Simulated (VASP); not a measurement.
Wanted: the native input for a VASP 6.6.1 run.

* Task: relaxation of cell and atoms
* Functional: PBE
* Potentials or basis: VASP PAW PBE potentials, release 64 (Ti_sv, Cl, F)
* Cutoff: 520 eV
* k mesh: 4 × 4 × 1
* Occupations: gaussian, width 0.15 eV
* Spin: no spin polarisation
* Further INCAR settings: PREC = Normal; ALGO = Fast; EDIFF = 0.0001; IBRION = 2; EDIFFG = -0.08; NSW = 24; ISIF = 3

The structure of TiCl2F lies in POSCAR:

```
TiCl2F
1.0
    3.7437871700      0.0000000000      0.0000000000
   -1.8718935800      3.2422147900      0.0000000000
    0.0000000000      0.0000000000     14.0114741800
Ti Cl F
2 4 2
Direct
    0.0000000000      0.0000000000      0.0000000000
    0.0000000000      0.0000000000      0.5000000000
    0.6666666700      0.3333333300      0.9181169300
    0.3333333300      0.6666666700      0.0818830700
    0.6666666700      0.3333333300      0.5818830700
    0.3333333300      0.6666666700      0.4181169300
    0.6666666700      0.3333333300      0.7500000000
    0.3333333300      0.6666666700      0.2500000000
```

The cell was built by a generator and needn't be a form met in nature.

These files were run (other wordings do the same):

INCAR

```
SYSTEM = TiCl2F
ALGO = Fast
EDIFF = 1E-4
EDIFFG = -0.08
ENCUT = 520
GGA = PE
IBRION = 2
ISIF = 3
ISMEAR = 0
LASPH = .TRUE.
LCHARG = .FALSE.
LREAL = .FALSE.
LWAVE = .FALSE.
NELM = 60
NSW = 24
PREC = Normal
SIGMA = 0.15
```

KPOINTS

```
k-points
0
G
  4 4 1
  0 0 0
```

Potentials or basis: VASP PAW PBE potentials, release 64 (Ti_sv, Cl, F).

The run is started by

```bash
$ cat potpaw_PBE.64/Ti_sv/POTCAR potpaw_PBE.64/Cl/POTCAR potpaw_PBE.64/F/POTCAR > POTCAR
$ mpirun -np 1 vasp_std > vasp.out
```

Results of the run:

```
Relaxed volume                         : 18.49 Å³/atom
Relaxed cell                           : a = 3.389 Å, b = 3.389 Å, c = 14.869 Å, α = 90.00°, β = 90.00°, γ = 120.00°
Space group after relaxing (to 0.05 Å) : P6_3/mmc (No. 194)
Energy gained by relaxing              : 130.2 meV/atom
Ionic steps                            : 11
Pressure after relaxing                : 0.0 GPa
Largest force after relaxing           : 0.046 eV/Å
Band gap on the k mesh                 : none (metal or under the smearing width)
```

Caveat: the k mesh is coarse (spacing up to 0.48 Å⁻¹), so the values aren't converged; semilocal functionals often make such compounds metallic where correlation or magnetic order opens a gap, which also shifts bond lengths; the relaxation stopped at a loose force limit of 0.08 eV/Å, so its end isn't a converged minimum.

Run time: 3.8 min on 1 thread of Intel(R) Xeon(R) Platinum 8488C (Sapphire Rapids) (shared host), peak memory 0.22 GiB.
